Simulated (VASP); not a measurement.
## TaNbSi: single point with PBE

Crystal: TaNbSi.

```xyz
9
Lattice="6.6435 0.0000 0.0000 -3.3218 5.7535 0.0000 0.0000 0.0000 3.6790" Properties=species:S:1:pos:R:3 pbc="T T T"
Nb    3.9130    0.0000    1.8395
Nb    1.3652    2.3647    1.8395
Nb   -1.9565    3.3888    1.8395
Ta    1.6077    0.0000    0.0000
Ta    2.5179    4.3611    0.0000
Ta   -0.8039    1.3923    0.0000
Si   -0.0003    3.8358    0.0000
Si    3.3221    1.9176    0.0000
Si    0.0000    0.0000    1.8395
```

The cell was built by a generator and needn't be a form met in nature.

```yaml
Program: VASP 6.6.1
Task: single point
Functional: PBE
Potentials_or_basis: VASP PAW PBE potentials, release 64 (Nb_sv, Ta_pv, Si)
Cutoff: 520 eV
k_mesh: 4 × 4 × 6
Occupations: gaussian, width 0.0183 eV
Spin: no spin polarisation
Dipole_correction: no
Further_INCAR_settings: ALGO = Normal; EDIFF = 1e-07; NBANDS = 52; ISYM = 0
```

```json
{"Pressure": "16.1 GPa", "Largest force": "2.209 eV/Å", "Band gap on the k mesh": "none (metal or under the smearing width)"}
```

Forces on the atoms (eV/Å):
```
Nb  -0.394  0.000  0.000
Nb   0.198  0.343  0.000
Nb   0.197 -0.341  0.000
Ta   2.205  0.002  0.000
Ta  -1.105 -1.913  0.000
Ta  -1.101  1.911  0.000
Si   0.005 -0.003  0.000
Si  -0.005  0.002  0.000
Si   0.000  0.000  0.000
```

Stress tensor (GPa, compression positive):
```
20.45  0.00  0.00
 0.00 20.45  0.00
 0.00  0.00  7.40
```

Levels at points of the mesh, in eV from the Fermi level:
```csv
k point,band 38,band 39,band 40,band 41,band 42,band 43,band 44,band 45,band 46,band 47
"(0.00, 0.00, 0.00)",-1.63,-1.57,-1.57,-0.55,-0.54,-0.01,1.03,1.03,1.04,1.04
"(0.50, 0.00, 0.00)",-1.36,-1.16,-0.61,-0.53,-0.37,0.23,0.61,0.62,0.78,1.31
"(0.00, 0.50, 0.00)",-1.36,-1.16,-0.61,-0.53,-0.37,0.23,0.61,0.62,0.78,1.31
"(0.50, 0.50, 0.00)",-1.36,-1.16,-0.61,-0.53,-0.37,0.23,0.61,0.62,0.78,1.31
"(0.00, 0.00, 0.50)",-1.57,-1.17,-1.16,-0.84,-0.11,-0.11,-0.02,1.40,1.70,1.80
"(0.50, 0.00, 0.50)",-1.72,-1.66,-1.52,-0.19,0.04,0.04,0.25,1.34,1.50,1.72
"(0.00, 0.50, 0.50)",-1.72,-1.66,-1.52,-0.19,0.04,0.04,0.25,1.34,1.50,1.72
"(0.50, 0.50, 0.50)",-1.72,-1.66,-1.53,-0.19,0.04,0.04,0.25,1.34,1.50,1.72
```

It took 6.3 min on 1 thread of Intel(R) Xeon(R) Platinum 8488C (Sapphire Rapids), on a shared host, peak memory 0.45 GiB.

Caveat: so large a pressure means that the cell lies far from this level's equilibrium, or that cutoff or potentials fall short; forces of over 1 eV/Å show positions far from the minimum, so gaps and moduli don't describe the material at rest. The run has no spin-orbit coupling, so splittings on Ta are missing.
